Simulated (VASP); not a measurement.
NbC (rock salt): computed properties

Computed with PBEsol GGA, VASP's PBE PAW potentials (set 64) (plane waves; VASP).

```json
{
 "space_group": "Fm-3m (225)",
 "cell": "a = 4.448 Å, b = 4.448 Å, c = 4.448 Å, α = 90.00°, β = 90.00°, γ = 90.00°",
 "volume_per_atom": "11.00 Å³/atom",
 "band gap (over mesh and band path)": "none (metal, semimetal or under 0.01 eV)",
 "hill_bulk_modulus": "321 GPa",
 "hill_shear_modulus": "223 GPa",
 "Poisson's ratio": "0.218",
 "density": "7.92 g/cm³",
 "optical Γ-point spectrum": "549 (×3) cm⁻¹",
 "C11": "739 GPa",
 "C12": "111 GPa",
 "C44": "177 GPa"
}
```

```
NbC
1.0
    0.00000     2.22408     2.22408
    2.22408     0.00000     2.22408
    2.22408     2.22408     0.00000
Nb C
1 1
Cartesian
  0.00000   0.00000   0.00000
  2.22408   2.22408   2.22408
```

Measured: a 4.470 Å (computed value off by -0.5 %), as given by Guo-Xu Zhang et al., New Journal of Physics (2018), doi:10.1088/1367-2630/aac7f0. The calculation is for a static lattice, while the measured a holds thermal and zero-point effects, which are part of the difference. Finite-difference elastic constants of metals are sensitive to mesh and smearing; shear constants can be off by tens of GPa.

The compound is NbC in the rock salt structure. It was relaxed first. Symmetry was kept, so distortions that lower it aren't found. The electron count is odd and the run is not spin-polarised, which forces a metal.
